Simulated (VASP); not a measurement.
# A VASP study of Iridium (PBEsol): structure first, properties next, part 2 of 3

How well does PBEsol reproduce what experiment finds for Iridium? The cell is relaxed first, and properties follow on it. Left out of this account: at least 2 further runs (phonons: it ended without a result to show; relaxation: not told here). The start is a cell from a database of measured crystal structures.

VASP 6.6.1; PBEsol; plane waves and PAW (Ir).

Still holding for the runs below: This run has no spin polarisation. Its electron count is odd, so without a moment it is a metal by construction.

So far. Step 2 (Full relaxation (PBEsol)): It ends with forces that vanish by symmetry and a pressure of 0.00 GPa. The volume lies +0.2 % from that of the database's start. Step 3 (Single point with fields (PBEsol)): In this run the pressure is 0.01 GPa, small enough to go on; single stress components reach 0.01 GPa. The relaxed cell has a = 3.834 Å (conventional setting).

The database entry behind the starting cell differs from later determinations by our own check (0.1 to 0.3 % short, probably kX units), so it need not match the best structure at ambient conditions.

## Step 4: Bands along the symmetry lines (PBEsol)

The mesh alone shows little of the dispersion and can miss band extrema, so KPOINTS_OPT adds a path through the symmetry points after the self-consistent cycle.

File INCAR:

```
SYSTEM = Ir
PREC = Accurate
ENCUT = 400
EDIFF = 1E-06
NELM = 100
ISMEAR = 1
SIGMA = 0.2
LREAL = .FALSE.
ALGO = Normal
GGA = PS
NBANDS = 15
LASPH = .TRUE.
LORBIT = 11
LWAVE = .FALSE.
LCHARG = .FALSE.
KPAR = 2
```

File POSCAR:

```
Ir
1.0
    0.0000000000      1.9168492043      1.9168492043
    1.9168492043      0.0000000000      1.9168492043
    1.9168492043      1.9168492043      0.0000000000
Ir
1
Direct
    0.0000000000      0.0000000000      0.0000000000
```

File KPOINTS:

```
Automatic mesh
0
Gamma
10 10 10
0 0 0
```

File KPOINTS_OPT:

```
Line mode
16
Line-mode
Reciprocal
  0.00000000   0.00000000   0.00000000 GAMMA
  0.50000000   0.00000000   0.50000000 X

  0.50000000   0.00000000   0.50000000 X
  0.50000000   0.25000000   0.75000000 W

  0.50000000   0.25000000   0.75000000 W
  0.37500000   0.37500000   0.75000000 K

  0.37500000   0.37500000   0.75000000 K
  0.00000000   0.00000000   0.00000000 GAMMA

  0.00000000   0.00000000   0.00000000 GAMMA
  0.50000000   0.50000000   0.50000000 L

  0.50000000   0.50000000   0.50000000 L
  0.62500000   0.25000000   0.62500000 U

  0.62500000   0.25000000   0.62500000 U
  0.50000000   0.25000000   0.75000000 W

  0.50000000   0.25000000   0.75000000 W
  0.50000000   0.50000000   0.50000000 L

  0.50000000   0.50000000   0.50000000 L
  0.37500000   0.37500000   0.75000000 K

  0.62500000   0.25000000   0.62500000 U
  0.50000000   0.00000000   0.50000000 X
```

PAW data sets: Ir (PBE family, release 64).

Run with:

```
$ mpirun -np 2 vasp_std
```

The program printed:

```text
[banner, memory and clock lines left out]
running    2 mpi-ranks, on    1 nodes
 distrk:  each k-point on    1 cores,    2 groups
 distr:  one band on    1 cores,    1 groups

 POSCAR found type information on POSCAR Ir
 POSCAR found :  1 types and       1 ions
 [... a notice as in an earlier step ...]

 LDA part: xc-table for (Slater+PW92), standard interpolation
 POSCAR, INCAR and KPOINTS ok, starting setup
 FFT: planning ... GRIDC
 FFT: planning ... GRID_SOFT
 FFT: planning ... GRID
 WAVECAR not read
 entering main loop
       N       E                     dE             d eps       ncg     rms          rms(c)
DAV:   1     0.382562759128E+02    0.38256E+02   -0.33841E+03  1450   0.432E+02
DAV:   2    -0.952202860379E+01   -0.47778E+02   -0.44900E+02  1739   0.140E+02
DAV:   3    -0.104471903249E+02   -0.92516E+00   -0.90740E+00  1935   0.200E+01
DAV:   4    -0.104527665219E+02   -0.55762E-02   -0.55749E-02  1657   0.154E+00
DAV:   5    -0.104528308590E+02   -0.64337E-04   -0.64320E-04  1952   0.155E-01    0.159E+01
DAV:   6    -0.992763562521E+01    0.52520E+00   -0.70350E-01  2005   0.763E+00    0.631E+00
DAV:   7    -0.983098256250E+01    0.96653E-01   -0.25176E-01  2167   0.400E+00    0.141E+00
DAV:   8    -0.982889210658E+01    0.20905E-02   -0.36463E-03  1662   0.391E-01    0.114E+00
DAV:   9    -0.982397625713E+01    0.49158E-02   -0.24432E-03  1998   0.535E-01    0.853E-02
DAV:  10    -0.982394131541E+01    0.34942E-04   -0.32881E-05  1804   0.320E-02    0.198E-02
DAV:  11    -0.982394334206E+01   -0.20267E-05   -0.51038E-06  1954   0.139E-02    0.173E-03
DAV:  12    -0.982394321312E+01    0.12893E-06   -0.72314E-08  1279   0.175E-03
   1 F= -.98239432E+01 E0= -.98236453E+01  d E =-.893848E-03
 Start KPOINTS_OPT (optional k-point list driver)
k-point batch [1-47\160]
       N       E                     dE             ncg
DAV:   1     0.480436719431E+04   -0.11454E+05     1426
DAV:   2     0.254107535349E+04   -0.22633E+04     1669
DAV:   3     0.250330427506E+04   -0.37771E+02     1999
DAV:   4     0.250310663525E+04   -0.19764E+00     1651
DAV:   5     0.250310467447E+04   -0.19608E-02     1943
DAV:   6     0.250310463965E+04   -0.34821E-04     1679
DAV:   7     0.250310463899E+04   -0.65454E-06     1773
[...]
k-point batch [142-160\160]
       N       E                     dE             ncg
DAV:   1     0.122551847299E+05   -0.55667E+04      602
DAV:   2     0.113999505308E+05   -0.85523E+03      689
DAV:   3     0.113844798846E+05   -0.15471E+02      808
DAV:   4     0.113844026193E+05   -0.77265E-01      647
DAV:   5     0.113844017900E+05   -0.82927E-03      767
DAV:   6     0.113844017771E+05   -0.12989E-04      698
DAV:   7     0.113844017768E+05   -0.23283E-06      676
```

Wall time 5.2 s (2 MPI ranks of Intel Xeon 6975P-C (Granite Rapids), shared host); peak memory 0.24 GiB; 8.5 s of CPU time.

Parts of OUTCAR (step 4):

```text
The static configuration has the point symmetry O_h .

 Found     47 irreducible k-points:

   k-points           NKPTS =     47   k-points in BZ     NKDIM =     47   number of bands    NBANDS=     15

   NELECT =       9.0000    total number of electrons

 E-fermi :  10.4052

 k-point     1 :       0.0000    0.0000    0.0000
  band No.  band energies     occupation
    ...
      2       6.3897      2.00000
      3       6.3897      2.00000
      4       6.3897      2.00000
      5       9.1306      2.00000
      6       9.1306      2.00000
      7      24.6263      0.00000
      8      30.2344      0.00000
      9      30.2344      0.00000
     10      30.2344      0.00000
     11      35.0800      0.00000
    ...

 k-point     2 :       0.1000    0.0000    0.0000
  band No.  band energies     occupation
    ...
      2       6.1666      2.00000
      3       6.5724      2.00000
      4       6.5724      2.00000
      5       9.0212      2.00000
      6       9.0212      2.00000
      7      25.3703      0.00000
      8      28.3259      0.00000
      9      30.9612      0.00000
     10      30.9612      0.00000
     11      37.1550      0.00000
    ...

  Total        0.0032670      0.0032670      0.0032670     -0.0000000     -0.0000000      0.0000000
  in kB        0.3715943      0.3715943      0.3715943     -0.0000000     -0.0000000      0.0000000
  external PRESSURE =       0.3715943 kB  Pullay stress =       0.0000000 kB

  FREE ENERGIE OF THE ION-ELECTRON SYSTEM (eV)
  ---------------------------------------------------
  free  energy   TOTEN  =        -9.8239432131 eV

  energy  without entropy=       -9.8230493655  energy(sigma->0) =       -9.82364526

[... 9 parts as in an earlier step ...]

[... 5 further parts left out ...]
```

Spin-orbit coupling is off here; it can split and shift levels that hold much weight on Ir by tenths of an eV or more.

Numbers from this step:

```yaml
bands: 15
pressure: 0.03716 GPa
```

Electronic bands along the path, in eV, zero at the Fermi level; # counts the bands kept in this run:

```tsv
point	#1	#2	#3	#4	#5	#6	#7
Γ	-11.32	-4.02	-4.02	-4.02	-1.27	-1.27	14.22
0.53 of the way	-8.10	-6.18	-3.14	-1.73	-1.73	-0.20	17.52
X	-8.07	-7.50	0.81	1.40	1.40	1.56	10.44
0.47 of the way	-7.47	-6.95	-1.92	-0.25	1.41	5.18	8.84
W	-6.41	-5.02	-5.02	-1.90	1.41	8.12	8.98
0.47 of the way	-6.68	-5.92	-3.84	-1.47	1.06	7.07	7.96
K	-7.10	-6.14	-3.02	-0.97	0.53	6.23	7.62
0.47 of the way	-7.62	-5.23	-4.05	-2.57	-2.29	1.17	13.42
Γ	-11.32	-4.02	-4.02	-4.02	-1.27	-1.27	14.22
0.47 of the way	-9.30	-4.58	-3.54	-3.54	-1.21	-1.21	14.15
L	-8.27	-4.11	-4.11	-0.91	0.83	0.83	7.19
0.53 of the way	-7.06	-5.14	-3.49	-2.91	0.55	4.54	6.71
U	-7.10	-6.14	-3.02	-0.97	0.53	6.23	7.62
0.47 of the way	-6.76	-5.99	-3.68	-1.37	0.97	6.90	7.88
W	-6.41	-5.02	-5.02	-1.90	1.41	8.12	8.98
0.47 of the way	-6.62	-5.49	-3.91	-2.52	0.48	5.43	6.55
L	-8.27	-4.11	-4.11	-0.91	0.83	0.83	7.19
0.47 of the way	-7.28	-4.97	-3.21	-3.17	0.61	4.03	6.74
K	-7.10	-6.14	-3.02	-0.97	0.53	6.23	7.62
jump to U	-7.10	-6.14	-3.02	-0.97	0.53	6.23	7.62
0.53 of the way	-7.79	-7.20	-0.88	0.29	1.20	4.20	8.87
X	-8.07	-7.50	0.81	1.40	1.40	1.56	10.44
```

The electronic bands as a text plot (rows in eV, shown from -8.0 to 6.5 only):

```
    6.2 |               *                      *             **
    5.6 |                *                   **             *
    5.0 |                 *                          *
    4.4 |          *                                       *   *
    3.8 |                  *                *
    3.2 |         *                                   *   *
    2.6 |                   *              *
    2.0 |                                              * *      *
    1.4 |        ******      *                   **            **
    0.8 |       ***    **                ****  **  *********  * *
    0.2 |     **  **     *              *    **             ** *
   -0.4 |   **            *   *        *                      *
   -1.0 |***  *     *   *  *   *****  *  **    **       *    * *
   -1.6 | *  * *   * *** ** *   *   **        *  ***   * *
   -2.3 |  *               *****        *  * *      *     * * *
   -2.9 |   ***              **                *     **    *
   -3.5 | **        *   **    ***   ****    * * *    **   ** *
   -4.1 |*           * *  *  *   ***   ***** *   *     ***  *
   -4.7 | **          *    **  **   ***    *       ** **  *
   -5.3 |   *         *   * ***             **    ** *     **
   -5.9 |    *       * ***                    ****  *        *
   -6.5 |     *     ****  ***                *   ***        * *
   -7.1 |      **  **   **                  * ***    *     * ***
   -7.7 |     ******         *             *          **  *    **
         Γ       X    W  K        Γ      L     U  W     L   K|U X
```

There is no gap at this level.

## Step 5: Total and projected DOS (PBEsol)

A density of states needs more k-points than a total energy, and tetrahedra (ISMEAR = -5) or a smearing that fits the mesh; LORBIT projects the states on the PAW spheres. The mesh is finer than in the run before.

INCAR, as its differences from that of step 4:

```diff
@@ -5,3 +5,3 @@
 NELM = 100
-ISMEAR = 1
+ISMEAR = -5
 SIGMA = 0.2
@@ -16 +16,2 @@
 KPAR = 2
+NEDOS = 2001
```

POSCAR is that of step 4.

File KPOINTS:

```
Automatic mesh
0
Gamma
15 15 15
0 0 0
```

Run with:

```
$ mpirun -np 2 vasp_std
```

The program printed:

```text
[... set-up lines as in an earlier step ...]
 entering main loop
       N       E                     dE             d eps       ncg     rms          rms(c)
DAV:   1     0.410034876386E+02    0.41003E+02   -0.33996E+03  3679   0.436E+02
DAV:   2    -0.951089752168E+01   -0.50514E+02   -0.47247E+02  4370   0.142E+02
DAV:   3    -0.104485360576E+02   -0.93764E+00   -0.93540E+00  4874   0.206E+01
DAV:   4    -0.104540598695E+02   -0.55238E-02   -0.55185E-02  4279   0.158E+00
DAV:   5    -0.104541212070E+02   -0.61337E-04   -0.61278E-04  4838   0.152E-01    0.159E+01
DAV:   6    -0.992341614605E+01    0.53071E+00   -0.72518E-01  5154   0.772E+00    0.629E+00
DAV:   7    -0.982858308197E+01    0.94833E-01   -0.25139E-01  5539   0.397E+00    0.145E+00
DAV:   8    -0.982641822184E+01    0.21649E-02   -0.35412E-03  4195   0.390E-01    0.117E+00
DAV:   9    -0.982148437804E+01    0.49338E-02   -0.24425E-03  5133   0.535E-01    0.919E-02
DAV:  10    -0.982145805807E+01    0.26320E-04   -0.35401E-05  4593   0.327E-02    0.164E-02
DAV:  11    -0.982146347002E+01   -0.54119E-05   -0.46585E-06  4931   0.126E-02    0.153E-03
DAV:  12    -0.982146328778E+01    0.18224E-06   -0.62264E-08  3403   0.156E-03
   1 F= -.98214633E+01 E0= -.98214633E+01  d E =0.000000E+00
 -----------------------------------------------------------------------------
|                                                                             |
|           W    W    AA    RRRRR   N    N  II  N    N   GGGG   !!!           |
|           W    W   A  A   R    R  NN   N  II  NN   N  G    G  !!!           |
|           W    W  A    A  R    R  N N  N  II  N N  N  G       !!!           |
|           W WW W  AAAAAA  RRRRR   N  N N  II  N  N N  G  GGG   !            |
|           WW  WW  A    A  R   R   N   NN  II  N   NN  G    G                |
|           W    W  A    A  R    R  N    N  II  N    N   GGGG   !!!           |
|                                                                             |
|     Tetrahedron method does not include variations of the Fermi             |
|     occupations, so forces and stress will be inaccurate. We suggest        |
|     using a different smearing scheme ISMEAR = 1 or 2 for metals in         |
|     relaxations.                                                            |
|                                                                             |
 -----------------------------------------------------------------------------
```

Run time: 5 s. Hardware: 2 MPI ranks; peak memory 0.24 GiB; 8.2 s of CPU time.

OUTCAR, selected parts (step 5):

```text
   k-points           NKPTS =    120   k-points in BZ     NKDIM =    120   number of bands    NBANDS=     15

   NELECT =       9.0000    total number of electrons

 E-fermi :  10.3124

 k-point     1 :       0.0000    0.0000    0.0000
  band No.  band energies     occupation
    ...
      2       6.3888      2.00000
      3       6.3888      2.00000
      4       6.3888      2.00000
      5       9.1227      2.00000
      6       9.1227      2.00000
      7      24.6323      0.00000
      8      30.2316      0.00000
      9      30.2316      0.00000
     10      30.2316      0.00000
     11      35.0779      0.00000
    ...

  Total       -0.0078174     -0.0078174     -0.0078174      0.0000000      0.0000000      0.0000000
  in kB       -0.8891615     -0.8891615     -0.8891615      0.0000000      0.0000000      0.0000000
  external PRESSURE =      -0.8891615 kB  Pullay stress =       0.0000000 kB

 POSITION                                       TOTAL-FORCE (eV/Angst)
 -----------------------------------------------------------------------------------
      0.00000      0.00000      0.00000         0.000000      0.000000      0.000000
 -----------------------------------------------------------------------------------
    total drift:                               -0.000000      0.000000      0.000000

  FREE ENERGIE OF THE ION-ELECTRON SYSTEM (eV)
  ---------------------------------------------------
  free  energy   TOTEN  =        -9.8214632878 eV

  energy  without entropy=       -9.8214632878  energy(sigma->0) =       -9.82146329

[... 6 parts as in an earlier step ...]

[... 10 further parts left out ...]
```

With tetrahedra the forces and stress of a metal are not exact derivatives of the energy.

This step gave:

| Quantity | Value |
| --- | --- |
| irreducible k-points | 120 |
| free energy (TOTEN) | -9.821 eV |
| Fermi energy | 10.31 eV |
| pressure | -0.08892 GPa |
| DOS at the Fermi level, one point of the energy grid | 0.8804 states/eV/cell |

[end of part 2 of 3]

[Lines on the potential files, build, host, timing and source positions are cut from VASP's logs without a mark.]

[Logs are printed without paths, hosts, clocks, repeated set-up lines and the standing remarks that a program may print on its own settings, such as how far it seeks lower states.]

[Hosts, paths, dates, database ids (printed as entryN), source tags and the programs' standing remarks are cut or masked in the printed files.]

[A measured line is paired with the nearest computed mode of its activity, which favours agreement.]

[In band tables of VASP the shares of atoms and orbitals are scaled to a sum of 1 inside the atoms' spheres.]
